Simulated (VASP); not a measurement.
Crystal: VMoS3.

```
V Mo S
1.0
     4.31061    0.00000    0.00000
     0.00000    4.31061    0.00000
     0.00000    0.00000    5.58047
V Mo S
1 1 3
Direct
  0.00000 0.00000 0.00000
  0.00000 0.00000 0.50000
  0.00000 0.50000 0.64073
  0.50000 0.00000 0.35927
  0.50000 0.50000 0.50000
```

The cell was built by a generator and needn't be a form met in nature.

| Item | Value |
| --- | --- |
| Program | VASP 6.6.1 |
| Task | relaxation of cell and atoms |
| Functional | PBE |
| Potentials or basis | VASP PAW PBE potentials, release 64 (V_sv, Mo_sv, S) |
| Cutoff | 520 eV |
| k mesh | 3 × 3 × 3 |
| Occupations | gaussian, width 0.15 eV |
| Spin | collinear spin, ferromagnetic start |
| Starting moments | [2.0, 1.0, 0.0, 0.0, 0.0] μB |

At the start: pressure 5.3 GPa; volume 20.74 Å³/atom.

Question: Where does the relaxation end?

Answer: Over 17 steps the energy falls by 221.7 meV/atom and the volume is 20.62 Å³/atom (-0.6 %); space group P-4m2 (No. 115, to 0.05 Å); moment 1.00 μB per cell.

Step by step:
```csv
step,energy change (eV),largest force (eV/Å),pressure (GPa),volume (Å³)
1,0.0000,1.3850,5.33,103.69
2,-0.4510,0.0043,-5.20,114.03
3,-0.4608,0.1921,-4.05,112.39
4,-0.7285,0.2520,-2.02,106.36
5,-0.9105,0.0310,1.20,101.62
6,-0.7724,0.1415,10.36,91.98
7,-0.9947,0.0560,3.08,98.67
8,-1.0041,0.0806,4.35,96.90
9,-0.9739,0.1566,3.93,97.48
10,-1.0379,0.0292,4.19,97.18
11,-1.0923,0.2243,0.13,101.55
12,-1.0924,0.2336,0.06,101.77
13,-1.0917,0.2510,-0.48,102.23
14,-1.0923,0.2375,-0.17,101.87
15,-1.0954,0.2065,-0.01,101.99
16,-1.1028,0.1473,-0.20,102.37
17,-1.1086,0.0219,-0.22,103.12
```

Final structure:
```
V Mo S
1.0
     4.72596    0.00000    0.00000
     0.00000    4.72596    0.00000
     0.00000    0.00000    4.61682
V Mo S
1 1 3
Cartesian
  0.0000 4.7260 0.0000
  0.0000 4.7260 2.3084
  0.0000 2.3630 2.9995
  2.3630 0.0000 1.6173
  2.3630 2.3630 2.3084
```

Caveat: the k mesh is coarse (spacing up to 0.49 Å⁻¹), so the values aren't converged; the relaxation stopped at a loose force limit of 0.08 eV/Å, so its end isn't a converged minimum.
